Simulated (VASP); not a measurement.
Runs of VASP 6.6.1 on SnTe. Symmetry: Fm-3m, No. 225, cubic system. The conventional cell has a = 6.290 Å, b = 6.290 Å, c = 6.290 Å, α = 90.00°, β = 90.00°, γ = 90.00°. Around Sn (site symmetry m-3m) lie 6 Te at 3.14 Å. Te (site symmetry m-3m) is surrounded by 6 Sn at 3.14 Å. The cell is a database's computed one.

```csv
level,k mesh,cutoff (eV),smearing,gap on the mesh (eV),pressure (GPa)
PBEsol,12 × 12 × 12,900,gaussian 0.1 eV,0.16,0.0
PBEsol,18 × 18 × 18,520,gaussian 0.1 eV,0.16,0.0
r2SCAN,12 × 12 × 12,520,gaussian 0.1 eV,(a),1.8
PBEsol,12 × 12 × 12,700,gaussian 0.1 eV,0.16,0.0
PBEsol,12 × 12 × 12,520,gaussian 0.5 eV,0.16,-0.1
```

Alike in all rows: task single point; potentials or basis VASP PAW PBE potentials, release 64 (Sn_d, Te); no spin polarisation; cell as given.

**Question.** Estimate the missing entries.

**Answer.** (a) 0.01.

Caveats: the PAW data sets were made with another functional, which shifts forces and pressure a little; spin-orbit coupling is left out, which moves the levels of the heavy elements.

A k mesh can miss the band edges, and the runs leave out spin-orbit coupling on Sn, Te.

Not every run made on this cell is shown here.
